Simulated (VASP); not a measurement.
A convergence study with VASP on PdIn (CsCl type): one setting is varied, all else stays as given below, so the limit is that of these other settings. Each run relaxes cell and ions from the cell shown.

```
CELL_PARAMETERS angstrom
      3.25000     0.00000     0.00000
      0.00000     3.25000     0.00000
      0.00000     0.00000     3.25000
ATOMIC_POSITIONS crystal
  In 0.50000 0.50000 0.50000
  Pd 0.00000 0.00000 0.00000
```

These are PBE GGA, VASP's PBE PAW potentials (set 64) (plane waves; VASP 6.6.1) values and carry that method's errors. The tightest run used: 550 eV cut-off, 16×16×16 Γ-centred mesh, first-order Methfessel-Paxton smearing of 0.10 eV, potentials In_d Pd.

Task: The settings run are 2×2×2 mesh; 3×3×3 mesh; 4×4×4 mesh; 5×5×5 mesh; 6×6×6 mesh; 7×7×7 mesh; 8×8×8 mesh; 9×9×9 mesh; 11×11×11 mesh; 12×12×12 mesh; 13×13×13 mesh; 14×14×14 mesh; 15×15×15 mesh; 16×16×16 mesh. From which on does the relaxed volume stay within 0.05 Å³/atom of the tightest run?

Result: From 8×8×8 mesh on: it is off by 0.016 there and by no more than 0.05 in any finer run, while 7×7×7 mesh is off by 0.075.
```csv
setting,relaxed volume (Å³/atom),E (eV/atom),irreducible k-points,difference judged (Å³/atom)
2×2×2 mesh,17.477,-4.3777,4,0.581
3×3×3 mesh,17.915,-4.2775,4,0.143
4×4×4 mesh,18.028,-4.3654,10,0.029
5×5×5 mesh,18.147,-4.3734,10,0.090
6×6×6 mesh,18.067,-4.3597,20,0.010
7×7×7 mesh,18.132,-4.3804,20,0.075
8×8×8 mesh,18.042,-4.3712,35,0.016
9×9×9 mesh,18.072,-4.3679,35,0.014
11×11×11 mesh,18.045,-4.3739,56,0.013
12×12×12 mesh,18.048,-4.3724,84,0.010
13×13×13 mesh,18.047,-4.3719,84,0.010
14×14×14 mesh,18.054,-4.3729,120,0.003
15×15×15 mesh,18.049,-4.3730,120,0.008
16×16×16 mesh,18.057,-4.3737,165,0.000
```

Left out are rungs that failed or repeat a setting and relaxations that didn't move; long series are thinned to 24 rows.

The compound is PdIn in the CsCl type structure. The electron count is odd and the run is not spin-polarised, which forces a metal.
